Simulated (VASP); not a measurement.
Here is the system:

```
CELL_PARAMETERS angstrom
      0.00000     3.33000     3.33000
      3.33000     0.00000     3.33000
      3.33000     3.33000     0.00000
ATOMIC_POSITIONS crystal
  Sr 0.00000 0.00000 0.00000
  Te 0.50000 0.50000 0.50000
```

Method: SCAN meta-GGA, VASP's PBE PAW potentials (set 64) (plane waves; VASP 6.6.1). Run with 520 eV cut-off, 6×6×6 Γ-centred mesh, Gaussian smearing of 0.050 eV, potentials Sr_sv Te.

### Question
The ions, cell shape and volume are relaxed. Give the cell that the relaxation ends in.

### Answer

```
CELL_PARAMETERS angstrom
      0.00000     3.35147     3.35147
      3.35147     0.00000     3.35147
      3.35147     3.35147     0.00000
ATOMIC_POSITIONS crystal
  Sr 0.00000 0.00000 0.00000
  Te 0.50000 0.50000 0.50000
```
Space group Fm-3m (225), at a tolerance of 0.03 Å.

### Question
How do energy and volume change from the first to the last step?

### Answer
The energy (σ→0) changes by -1.6 meV/atom and the volume by +1.9 %, in 3 ionic steps.

```
step  E(σ→0) (eV)  max force (eV/Å)  pressure (GPa)  volume (Å³)
----  -----------  ----------------  --------------  -----------
1        -63.4517             0.000            0.74        73.85
2        -63.4546             0.000           -0.16        75.70
3        -63.4549             0.000            0.02        75.29
```

The compound is SrTe in the rock salt structure. This run relaxes it. Symmetry was kept, so distortions that lower it aren't found.
